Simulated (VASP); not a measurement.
Crystal: SiB.

```
CELL_PARAMETERS angstrom
3.40728 0.00000 0.00000
-1.70364 2.95079 0.00000
0.00000 0.00000 5.62938
ATOMIC_POSITIONS crystal
Si 0.66667 0.33333 0.50039
Si 0.33333 0.66667 0.00039
B 0.66667 0.33333 0.87461
B 0.33333 0.66667 0.37461
```

The cell was built by a generator and needn't be a form met in nature.

| Quantity | Value |
| --- | --- |
| Program | VASP 6.6.1 |
| Task | relaxation of cell and atoms |
| Functional | PBE |
| Potentials or basis | VASP PAW PBE potentials, release 64 (Si, B) |
| Cutoff | 520 eV |
| k mesh | 7 × 7 × 4 |
| Occupations | gaussian, width 0.15 eV |
| Spin | no spin polarisation |

At the start: pressure -8.7 GPa; volume 14.15 Å³/atom.

Where does the relaxation end?

Over 3 steps the energy falls by 31.9 meV/atom and the volume is 13.06 Å³/atom (-7.7 %); space group P6_3mc (No. 186, to 0.05 Å).

Step by step:
| step | energy change (eV) | largest force (eV/Å) | pressure (GPa) | volume (Å³) |
| --- | --- | --- | --- | --- |
| 1 | 0.0000 | 0.1287 | -8.74 | 56.60 |
| 2 | -0.1028 | 0.0106 | 4.62 | 50.51 |
| 3 | -0.1278 | 0.0470 | 0.05 | 52.25 |

Final structure:
```cif
data_structure
_symmetry_space_group_name_H-M 'P 1'
_symmetry_Int_Tables_number 1
_cell_length_a 3.3198
_cell_length_b 3.3198
_cell_length_c 5.4748
_cell_angle_alpha 90.000
_cell_angle_beta 90.000
_cell_angle_gamma 120.000
_cell_volume 52.25
loop_
_atom_site_label
_atom_site_type_symbol
_atom_site_fract_x
_atom_site_fract_y
_atom_site_fract_z
_atom_site_occupancy
Si1 Si 0.66667 0.33333 0.50116 1
Si2 Si 0.33333 0.66667 0.00116 1
B1 B 0.66667 0.33333 0.87384 1
B2 B 0.33333 0.66667 0.37384 1
```
